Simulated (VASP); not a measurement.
## Lattice vibrations of Mg

Aim: the phonon dispersion and thermal properties of Mg. The start is a computed cell from the Materials Project.

Calculated with VASP 6.6.1; LDA; plane waves and PAW (Mg).

## 1. The starting structure

Symmetry: P6_3/mmc, No. 194, hexagonal system. Conventional cell: a = 3.177 Å, b = 3.177 Å, c = 10.319 Å, α = 90.00°, β = 90.00°, γ = 120.00°. Nearest to Mg lie 12 Mg at 3.17 to 3.18 Å. Nearest to Mg lie 12 Mg at 3.17 to 3.18 Å.

## 2. Relax the host

Cell and atoms are relaxed first, so that later runs start from this functional's own cell.

INCAR

```
SYSTEM = Mg
PREC = Accurate
ENCUT = 350
EDIFF = 1E-06
NELM = 120
ISMEAR = 1
SIGMA = 0.15
LREAL = .FALSE.
ALGO = Normal
GGA = CA
NBANDS = 10
LORBIT = 11
LWAVE = .FALSE.
LCHARG = .FALSE.
KPAR = 4
LASPH = .TRUE.
IBRION = 2
NSW = 40
ISIF = 3
EDIFFG = -0.02
POTIM = 0.4
```

POSCAR

```
Mg
1.0
    3.1768261656      0.0000000000      0.0000000000
   -1.5884130828      2.7512121628      0.0000000000
    0.0000000000      0.0000000000     10.3188620100
Mg
4
Direct
    0.6666666667      0.3333333333      0.7500000000
    0.0000000000      0.0000000000      0.5000000000
    0.3333333333      0.6666666667      0.2500000000
    0.0000000000      0.0000000000      0.0000000000
```

KPOINTS

```
Automatic mesh
0
Gamma
9 9 3
0 0 0
```

PAW data sets: Mg (LDA family, release 64).

The run is started by

```console
> mpirun -np 4 vasp_std
```

The log of the run:

```text
[banner, memory and clock lines left out]
running    4 mpi-ranks, on    1 nodes
 distrk:  each k-point on    1 cores,    4 groups
 distr:  one band on    1 cores,    1 groups

 POSCAR found type information on POSCAR Mg
 POSCAR found :  1 types and       4 ions
 LDA part: xc-table for (Slater(with rela. corr.)+CA(PZ))
 , standard interpolation
 POSCAR, INCAR and KPOINTS ok, starting setup
 FFT: planning ... GRIDC
 FFT: planning ... GRID_SOFT
 FFT: planning ... GRID
 WAVECAR not read
 entering main loop
       N       E                     dE             d eps       ncg     rms          rms(c)
DAV:   1     0.970837537294E+00    0.97084E+00   -0.20937E+03   480   0.410E+02
DAV:   2    -0.694239344390E+01   -0.79132E+01   -0.75884E+01   626   0.461E+01
DAV:   3    -0.721333250511E+01   -0.27094E+00   -0.25316E+00   694   0.687E+00
DAV:   4    -0.721488482489E+01   -0.15523E-02   -0.15509E-02   616   0.535E-01
DAV:   5    -0.721489128728E+01   -0.64624E-05   -0.64624E-05   604   0.388E-02    0.131E+00
DAV:   6    -0.719167263644E+01    0.23219E-01   -0.16563E-03   570   0.263E-01    0.830E-01
DAV:   7    -0.717334559079E+01    0.18327E-01   -0.55917E-03   518   0.477E-01    0.409E-02
DAV:   8    -0.717331387527E+01    0.31716E-04   -0.59365E-05   684   0.441E-02    0.696E-03
DAV:   9    -0.717331183324E+01    0.20420E-05   -0.15933E-06   518   0.754E-03    0.106E-03
DAV:  10    -0.717331174382E+01    0.89422E-07   -0.45302E-07   356   0.251E-03
   1 F= -.71733117E+01 E0= -.71729980E+01  d E =-.717331E+01
 curvature:   0.00 expect dE= 0.000E+00 dE for cont linesearch  0.000E+00
 trial: gam= 0.00000 g(F)=  0.438E-51 g(S)=  0.275E-01 ort = 0.000E+00 (trialstep = 0.100E+01)
 search vector abs. value=  0.275E-01
 bond charge predicted
       N       E                     dE             d eps       ncg     rms          rms(c)
DAV:   1    -0.719303527245E+01   -0.19723E-01   -0.60796E-02   556   0.135E+00    0.803E-02
DAV:   2    -0.719289642795E+01    0.13884E-03   -0.24153E-04   626   0.106E-01    0.511E-02
DAV:   3    -0.719278180115E+01    0.11463E-03   -0.18156E-05   548   0.226E-02    0.237E-03
DAV:   4    -0.719278140295E+01    0.39820E-06   -0.42265E-07   390   0.384E-03
   2 F= -.71927814E+01 E0= -.71923922E+01  d E =-.194697E-01
 trial-energy change:   -0.019470  1 .order   -0.019324   -0.027466   -0.011181
 step:   1.6312(harm=  1.6866)  dis= 0.00000  next Energy=    -7.196347 (dE=-0.230E-01)
 bond charge predicted
       N       E                     dE             d eps       ncg     rms          rms(c)
DAV:   1    -0.719656311667E+01   -0.37813E-02   -0.24054E-02   560   0.853E-01    0.508E-02
DAV:   2    -0.719650640902E+01    0.56708E-04   -0.94051E-05   626   0.665E-02    0.323E-02
DAV:   3    -0.719646048077E+01    0.45928E-04   -0.69980E-06   532   0.139E-02    0.153E-03
DAV:   4    -0.719646030236E+01    0.17841E-06   -0.20142E-07   368   0.257E-03
   3 F= -.71964603E+01 E0= -.71959777E+01  d E =-.231486E-01
 curvature:  -0.84 expect dE=-0.346E-05 dE for cont linesearch -0.330E-05
 trial: gam=-0.01182 g(F)=  0.752E-51 g(S)=  0.413E-05 ort = 0.329E-03 (trialstep = 0.113E+01)
 search vector abs. value=  0.192E-06
 reached required accuracy - stopping structural energy minimisation
```

Elapsed: 5.2 s, on 4 MPI ranks of AMD EPYC 7R43, shared host; peak memory 0.43 GiB.

The logs omit lines about the potential files and the build; timing stands in the text.

OUTCAR, selected parts (step 2):

```text
ion  position               nearest neighbor table
   1  0.667  0.333  0.750-   2 3.17   4 3.17   2 3.17   4 3.17   2 3.17   4 3.17
   2  0.000  0.000  0.500-   1 3.17   3 3.17   3 3.17   1 3.17   1 3.17   3 3.17
   3  0.333  0.667  0.250-   2 3.17   4 3.17   2 3.17   4 3.17   2 3.17   4 3.17
   4  0.000  0.000  0.000-   1 3.17   3 3.17   3 3.17   1 3.17   1 3.17   3 3.17

  LATTYP: Found a hexagonal cell.
 ALAT       =     3.1768261656
 C/A-ratio  =     3.2481670296

 Subroutine GETGRP returns: Found 24 space group operations
 (whereof 12 operations were pure point group operations)

The static configuration has the point symmetry D_3d.
 The point group associated with its full space group is D_6h.

 Found     24 irreducible k-points:

   k-points           NKPTS =     24   k-points in BZ     NKDIM =     24   number of bands    NBANDS=     10

   dimension x,y,z NGX =    20 NGY =   20 NGZ =   64
   dimension x,y,z NGXF=    40 NGYF=   40 NGZF=  128

   ENCUT  =  350.0 eV  25.72 Ry    5.07 a.u.   4.85  4.85 15.74*2*pi/ulx,y,z

   NELECT =       8.0000    total number of electrons

 k-points in reciprocal lattice and weights: Automatic mesh
   0.00000000  0.00000000  0.00000000       0.004
   0.11111111  0.00000000  0.00000000       0.025
   0.22222222 -0.00000000  0.00000000       0.025
   0.33333333  0.00000000  0.00000000       0.025
   0.44444444 -0.00000000  0.00000000       0.025
   0.11111111  0.11111111  0.00000000       0.025
   0.22222222  0.11111111  0.00000000       0.049
   0.33333333  0.11111111  0.00000000       0.049
   0.44444444  0.11111111  0.00000000       0.025
[...]
0.33333333  0.22222222  0.33333333       0.099
   0.33333333  0.33333333  0.33333333       0.016

 average (electrostatic) potential at core
       1 -38.9362       2 -38.9310       3 -38.9362       4 -38.9310

 E-fermi :   2.6415

 k-point     1 :       0.0000    0.0000    0.0000
  band No.  band energies     occupation
      1      -4.3891      2.00000
      2      -2.9357      2.00000
      3      -2.9324      2.00000
      4       1.0677      2.00000
      5       1.5680      2.00000
      6       8.0540      0.00000
      7       8.0637      0.00000
      8      14.0726      0.00000
      9      14.0739      0.00000
     10      14.1604      0.00000

 k-point     2 :       0.1111    0.0000    0.0000
  band No.  band energies     occupation
      1      -4.1365      2.00000
      2      -2.6871      2.00000
      3      -2.6838      2.00000
      4       1.2963      2.00000
      5       1.8125      2.00000
      6       8.2275      0.00000
      7       8.2563      0.00000
      8      10.9538      0.00000
      9      12.0304      0.00000
     10      12.1092      0.00000

 k-point     3 :       0.2222   -0.0000    0.0000
  band No.  band energies     occupation
      1      -3.3828      2.00000
      2      -1.9455      2.00000
      3      -1.9425      2.00000
      4       1.9824      2.00000
      5       2.5252      1.96681
      6       7.3630      0.00000
      7       8.3153      0.00000
      8       8.6560      0.00000
      9       9.1736      0.00000
     10       9.3837      0.00000

  Total       -0.0128131     -0.0128131     -0.0099607      0.0000000      0.0000000      0.0000000
  in kB       -0.2383625     -0.2383625     -0.1853000      0.0000000      0.0000000      0.0000000
  external PRESSURE =      -0.2206750 kB  Pullay stress =       0.0000000 kB

  energy-cutoff  :      350.00
  volume of cell :       86.12
      direct lattice vectors                 reciprocal lattice vectors
     3.131954597  0.000000000  0.000000000     0.319289431  0.184341839 -0.000000000
    -1.565977299  2.712352245  0.000000000     0.000000000  0.368683677  0.000000000
     0.000000000 -0.000000000 10.138313269     0.000000000 -0.000000000  0.098635737

 POSITION                                       TOTAL-FORCE (eV/Angst)
 -----------------------------------------------------------------------------------
      1.56598      0.90412      7.60373        -0.000000      0.000000      0.000000
      0.00000     -0.00000      5.06916         0.000000      0.000000     -0.000000
     -0.00000      1.80823      2.53458         0.000000     -0.000000     -0.000000
      0.00000     -0.00000      0.00000         0.000000     -0.000000     -0.000000
 -----------------------------------------------------------------------------------
    total drift:                               -0.000000      0.000000     -0.000000

  FREE ENERGIE OF THE ION-ELECTRON SYSTEM (eV)
  ---------------------------------------------------
  free  energy   TOTEN  =        -7.1964603024 eV

  energy  without entropy=       -7.1950125582  energy(sigma->0) =       -7.19597772

 reached required accuracy - stopping structural energy minimisation

 total charge
# of ion       s       p       d       tot
------------------------------------------
    1        0.225   0.139   0.014   0.377
    2        0.223   0.141   0.013   0.377
    3        0.225   0.139   0.014   0.377
    4        0.223   0.141   0.013   0.377
--------------------------------------------------
tot          0.895   0.560   0.054   1.509

[... 3 further parts left out ...]
```

The k-mesh is coarse for a metal. The run keeps the 24 symmetry operations of its start, so it cannot find a distortion of lower symmetry.

Relaxation path:

| step | energy less that of the first step (eV) | largest force (eV/Å) | pressure (GPa) | volume (Å³) |
| --- | --- | --- | --- | --- |
| 1 | 0.0000 | 0.0000 | -1.72 | 90.19 |
| 2 | -0.0195 | 0.0000 | -0.72 | 87.68 |
| 3 | -0.0231 | 0.0000 | -0.02 | 86.12 |

| conventional cell, symmetrised | before | after | change |
| --- | --- | --- | --- |
| a (Å) | 3.177 | 3.132 | -1.4 % |
| b (Å) | 3.177 | 3.132 | -1.4 % |
| c (Å) | 10.319 | 10.138 | -1.7 % |
| volume (Å³/atom) | 22.55 | 21.53 | -4.5 % |

Final coordinates:

```
Mg
1.0
     3.13195    0.00000    0.00000
    -1.56598    2.71235    0.00000
     0.00000    0.00000   10.13831
Mg
4
Direct
  0.66667 0.33333 0.75000
  0.00000 0.00000 0.50000
  0.33333 0.66667 0.25000
  0.00000 0.00000 0.00000
```

This step gave:

| Property | Result |
| --- | --- |
| electronic cycles | 18 |
| electrons | 8 |
| free energy (TOTEN) | -7.196 eV |
| energy at zero smearing | -7.196 eV |
| Fermi energy | 2.642 eV |
| pressure | -0.02207 GPa |
| labelled metallic, from the levels on this mesh | yes |

The run ended after 3 ionic steps, 0.023 eV below its first step, once forces and stress met EDIFFG = -0.02.

## 3. Tight relaxation

Force constants are second derivatives, so residual forces and stress must first be far smaller than in an ordinary relaxation. Smearing and mesh differ from the relaxation before, which can move the cell too.

INCAR

```
SYSTEM = Mg
PREC = Accurate
ENCUT = 350
EDIFF = 1E-08
NELM = 120
ISMEAR = 1
SIGMA = 0.2
LREAL = .FALSE.
ALGO = Fast
GGA = CA
NBANDS = 10
LORBIT = 11
LWAVE = .FALSE.
LCHARG = .FALSE.
KPAR = 4
LASPH = .TRUE.
IBRION = 1
NSW = 30
ISIF = 3
EDIFFG = -0.002
POTIM = 0.4
```

POSCAR

```
Mg
1.0
    3.1319545973      0.0000000000      0.0000000000
   -1.5659772986      2.7123522447      0.0000000000
    0.0000000000      0.0000000000     10.1383132689
Mg
4
Direct
    0.6666666667      0.3333333333      0.7500000000
    0.0000000000      0.0000000000      0.5000000000
    0.3333333333      0.6666666667      0.2500000000
    0.0000000000      0.0000000000      0.0000000000
```

KPOINTS

```
Automatic mesh
0
Gamma
12 12 4
0 0 0
```

The run is started by

```console
> mpirun -np 4 vasp_std
```

The log of the run:

```text
[... set-up lines as in an earlier step ...]
 entering main loop
       N       E                     dE             d eps       ncg     rms          rms(c)
DAV:   1     0.686287413762E+00    0.68629E+00   -0.21502E+03  1140   0.414E+02
DAV:   2    -0.705593725460E+01   -0.77422E+01   -0.74299E+01  1596   0.478E+01
DAV:   3    -0.725004891813E+01   -0.19411E+00   -0.18598E+00  1518   0.634E+00
DAV:   4    -0.725093724887E+01   -0.88833E-03   -0.88806E-03  1432   0.480E-01
DAV:   5    -0.725094285462E+01   -0.56057E-05   -0.56059E-05  1486   0.401E-02    0.131E+00
RMM:   6    -0.722707949505E+01    0.23863E-01   -0.11444E-03  1140   0.238E-01    0.832E-01
RMM:   7    -0.720847048285E+01    0.18609E-01   -0.42476E-03  1140   0.465E-01    0.393E-02
RMM:   8    -0.720845621906E+01    0.14264E-04   -0.21450E-04  1140   0.109E-01    0.790E-03
RMM:   9    -0.720845574971E+01    0.46934E-06   -0.15889E-05  1140   0.310E-02    0.163E-03
RMM:  10    -0.720845591556E+01   -0.16585E-06   -0.30102E-06  1142   0.120E-02    0.761E-04
RMM:  11    -0.720845596139E+01   -0.45827E-07   -0.46784E-07  1140   0.531E-03    0.607E-04
RMM:  12    -0.720845597245E+01   -0.11063E-07   -0.10155E-07  1120   0.236E-03    0.554E-04
RMM:  13    -0.720845596895E+01    0.34971E-08   -0.26495E-08  1022   0.121E-03
   1 F= -.72084560E+01 E0= -.72077255E+01  d E =-.720846E+01
 BRION: g(F)=  0.283E-55 g(S)=  0.605E-03
 bond charge predicted
       N       E                     dE             d eps       ncg     rms          rms(c)
DAV:   1    -0.720897082799E+01   -0.51486E-03   -0.11014E-03  1450   0.163E-01    0.130E-02
RMM:   2    -0.720896883410E+01    0.19939E-05   -0.57459E-06  1140   0.146E-02    0.804E-03
RMM:   3    -0.720896730621E+01    0.15279E-05   -0.12706E-06  1140   0.611E-03    0.325E-04
RMM:   4    -0.720896731369E+01   -0.74757E-08   -0.93778E-08  1116   0.211E-03
   2 F= -.72089673E+01 E0= -.72082889E+01  d E =-.511345E-03
[...]
3 F= -.72094654E+01 E0= -.72088553E+01  d E =-.498077E-03
[...]
4 F= -.72094914E+01 E0= -.72088854E+01  d E =-.260552E-04
 BRION: g(F)=  0.210E-52 g(S)=  0.615E-05 retain N=  2 mean eig= 4.89
 eig:   3.579  6.198
 bond charge predicted
       N       E                     dE             d eps       ncg     rms          rms(c)
DAV:   1    -0.720950120682E+01   -0.97613E-05   -0.11531E-04  1406   0.520E-02    0.425E-03
RMM:   2    -0.720950098017E+01    0.22665E-06   -0.61593E-07  1140   0.511E-03    0.262E-03
RMM:   3    -0.720950080896E+01    0.17121E-06   -0.14008E-07  1140   0.202E-03    0.112E-04
RMM:   4    -0.720950080980E+01   -0.83253E-09   -0.11550E-08   858   0.733E-04
   5 F= -.72095008E+01 E0= -.72088993E+01  d E =-.936363E-05
 BRION: g(F)=  0.191E-52 g(S)=  0.845E-10 retain N=  1 mean eig= 4.48
 eig:   4.482
 reached required accuracy - stopping structural energy minimisation
```

Run time: 15 s. Hardware: 4 MPI ranks; peak memory 0.5 GiB.

Parts of OUTCAR (step 3):

```text
  LATTYP: Found a hexagonal cell.
 ALAT       =     3.1319545973
 C/A-ratio  =     3.2370562708

 Found     57 irreducible k-points:

   k-points           NKPTS =     57   k-points in BZ     NKDIM =     57   number of bands    NBANDS=     10

   ENCUT  =  350.0 eV  25.72 Ry    5.07 a.u.   4.78  4.78 15.47*2*pi/ulx,y,z

   NELECT =       8.0000    total number of electrons

 E-fermi :   2.7516

 k-point     1 :       0.0000    0.0000    0.0000
  band No.  band energies     occupation
      1      -4.3869      2.00000
      2      -2.9100      2.00000
      3      -2.9097      2.00000
      4       1.1337      2.00000
      5       1.6773      2.00000
      6       8.2332      0.00000
      7       8.2453      0.00000
      8      13.9844      0.00000
      9      13.9847      0.00000
     10      14.0608      0.00000

 k-point     2 :       0.0833   -0.0000    0.0000
  band No.  band energies     occupation
      1      -4.2455      2.00000
      2      -2.7709      2.00000
      3      -2.7706      2.00000
      4       1.2613      2.00000
      5       1.8142      2.00000
      6       8.3309      0.00000
      7       8.3531      0.00000
      8      11.7359      0.00000
      9      12.7517      0.00000
     10      12.8065      0.00000

  Total        0.0000457      0.0000457     -0.0000676      0.0000000      0.0000000      0.0000000
  in kB        0.0008529      0.0008529     -0.0012613      0.0000000      0.0000000      0.0000000
  external PRESSURE =       0.0001482 kB  Pullay stress =       0.0000000 kB

  energy-cutoff  :      350.00
  volume of cell :       85.93
      direct lattice vectors                 reciprocal lattice vectors
     3.140302523  0.000000000  0.000000000     0.318440657  0.183851799 -0.000000000
    -1.570151262  2.719581761 -0.000000000    -0.000000000  0.367703599 -0.000000000
     0.000000000  0.000000000 10.061864584    -0.000000000  0.000000000  0.099385158

 POSITION                                       TOTAL-FORCE (eV/Angst)
 -----------------------------------------------------------------------------------
      1.57015      0.90653      7.54640        -0.000000     -0.000000      0.000000
      0.00000      0.00000      5.03093        -0.000000      0.000000      0.000000
     -0.00000      1.81305      2.51547         0.000000      0.000000     -0.000000
     -0.00000     -0.00000      0.00000        -0.000000      0.000000      0.000000
 -----------------------------------------------------------------------------------
    total drift:                               -0.000000      0.000000     -0.000000

  FREE ENERGIE OF THE ION-ELECTRON SYSTEM (eV)
  ---------------------------------------------------
  free  energy   TOTEN  =        -7.2095008098 eV

  energy  without entropy=       -7.2076963392  energy(sigma->0) =       -7.20889932

 total charge
# of ion       s       p       d       tot
------------------------------------------
    1        0.224   0.140   0.014   0.378
    2        0.221   0.143   0.013   0.377
    3        0.224   0.140   0.014   0.378
    4        0.221   0.143   0.013   0.377
--------------------------------------------------
tot          0.890   0.566   0.053   1.509

[... 4 parts as in an earlier step ...]

[... 7 further parts left out ...]
```

CONTCAR:

```
Mg
   1.00000000000000
     3.1403025232456176    0.0000000000001544    0.0000000000000000
    -1.5701512615725424    2.7195817606372490   -0.0000000000000000
     0.0000000000000000    0.0000000000000000   10.0618645844560426
  Mg
     4
Direct
     0.6666666667000030    0.3333333332999970    0.7500000000000000
    -0.0000000000000000   -0.0000000000000000    0.5000000000000000
     0.3333333332999970    0.6666666667000030    0.2500000000000000
    -0.0000000000000000   -0.0000000000000000    0.0000000000000000
```

Relaxation path:

| step | energy less that of the first step (eV) | largest force (eV/Å) | pressure (GPa) | volume (Å³) |
| --- | --- | --- | --- | --- |
| 1 | 0.0000 | 0.0000 | -0.10 | 86.12 |
| 2 | -0.0005 | 0.0000 | -0.04 | 85.99 |
| 3 | -0.0010 | 0.0000 | 0.04 | 85.85 |
| 4 | -0.0010 | 0.0000 | 0.02 | 85.89 |
| 5 | -0.0010 | 0.0000 | 0.00 | 85.93 |

| conventional cell, symmetrised | before | after | change |
| --- | --- | --- | --- |
| a (Å) | 3.132 | 3.140 | +0.3 % |
| b (Å) | 3.132 | 3.140 | +0.3 % |
| c (Å) | 10.138 | 10.062 | -0.8 % |
| volume (Å³/atom) | 21.53 | 21.48 | -0.2 % |

The relaxed structure:

```
Mg
1.0
     3.14030    0.00000    0.00000
    -1.57015    2.71958    0.00000
     0.00000    0.00000   10.06186
Mg
4
Direct
  0.66667 0.33333 0.75000
  0.00000 0.00000 0.50000
  0.33333 0.66667 0.25000
  0.00000 0.00000 0.00000
```

Numbers from this step:

```
electronic cycles       : 30
free energy (TOTEN)     : -7.210 eV
energy at zero smearing : -7.209 eV
Fermi energy            : 2.752 eV
pressure                : 1.48e-5 GPa
```

The run ended after 5 ionic steps, 0.001 eV below its first step, once forces and stress met EDIFFG = -0.002.

[end of part 1 of 3]

[Lines on the potential files, build, host, timing and source positions are cut from VASP's logs without a mark.]

[Logs are printed without paths, hosts, clocks, repeated set-up lines and the standing remarks that a program may print on its own settings, such as how far it seeks lower states.]

[Hosts, paths, dates, database ids (printed as entryN), source tags and the programs' standing remarks are cut or masked in the printed files.]

[Runs that stopped without an error message from VASP are left out.]
